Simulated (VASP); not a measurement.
An input for Quantum ESPRESSO's pw.x (written as the equivalent of a VASP run, and not itself run):

```
&CONTROL
  calculation = 'scf'
  pseudo_dir = './pseudo'
  outdir = './out'
  tprnfor = .true.
  tstress = .true.
/
&SYSTEM
  ibrav = 0
  nat = 8
  ntyp = 3
  ecutwfc = 84
  occupations = 'smearing'
  smearing = 'fermi-dirac'
  degauss = 0.000735
  input_dft = 'pz'
/
&ELECTRONS
  conv_thr = 7.3e-08
  electron_maxstep = 100
/
ATOMIC_SPECIES
  Zn 65.380 Zn.upf
  Pd 106.420 Pd.upf
  F 18.998 F.upf
CELL_PARAMETERS angstrom
     2.4684900    1.4251830    4.5556200
    -2.4684900    1.4251830    4.5556200
     0.0000000   -2.8503670    4.5556200
ATOMIC_POSITIONS crystal
  Zn   0.5063850  0.4722190  0.4988690
  Pd  -0.0022510 -0.0100820  0.0066510
  F    0.2368720  0.9072160  0.6068160
  F    0.7704780  0.0696510  0.4101530
  F    0.5856350  0.2435680  0.9206350
  F    0.3997910  0.7868490  0.0621290
  F    0.8739390  0.6371780  0.2485390
  F    0.1291500  0.3934010  0.7462070
K_POINTS automatic
  4 4 4 0 0 0
```

Q: Translate this input to VASP (INCAR, KPOINTS, POSCAR, choice of POTCAR).

A: One answer among several that fit: 
### INCAR
```
# general
SYSTEM  = ZnPdF6
PREC    = Accurate
ENCUT   = 400
LREAL   = .False.
LASPH   = .True.

# electronic loop
EDIFF   = 1E-6
NELM    = 100
ALGO    = Normal
LMAXMIX = 4

# smearing
ISMEAR  = -1
SIGMA   = 0.01

# ions
ISIF    = 2

# output
LWAVE   = .False.
LCHARG  = .False.
```

**POSCAR**
```
ZnPdF6
1
    2.4684900000     1.4251830000     4.5556200000
   -2.4684900000     1.4251830000     4.5556200000
    0.0000000000    -2.8503670000     4.5556200000
Zn Pd F
1 1 6
Direct
  0.5063850000   0.4722190000   0.4988690000
 -0.0022510000  -0.0100820000   0.0066510000
  0.2368720000   0.9072160000   0.6068160000
  0.7704780000   0.0696510000   0.4101530000
  0.5856350000   0.2435680000   0.9206350000
  0.3997910000   0.7868490000   0.0621290000
  0.8739390000   0.6371780000   0.2485390000
  0.1291500000   0.3934010000   0.7462070000
```

### KPOINTS
```
Automatic mesh
0
Gamma
4 4 4
0 0 0
```

POTCAR, in this order: Zn Pd F (LDA.64 set). Program: vasp_std.

The two are equivalent in intent, not identical: the potentials are each code's own (VASP's PAW set, PseudoDojo norm-conserving files in pw.x), so ENCUT and ecutwfc are chosen apart and not converted; conv_thr bounds pw.x's estimated SCF error, while EDIFF bounds the energy change between steps.

The structure comes from a computed database's ZnPdF6 entry; how it stands against other phases isn't given here. The cell was not relaxed at this level. The run is one of a series of settings (GGA removed, POTCAR Zn Pd F (LDA.64 set) against the base run), some of them coarse on purpose.
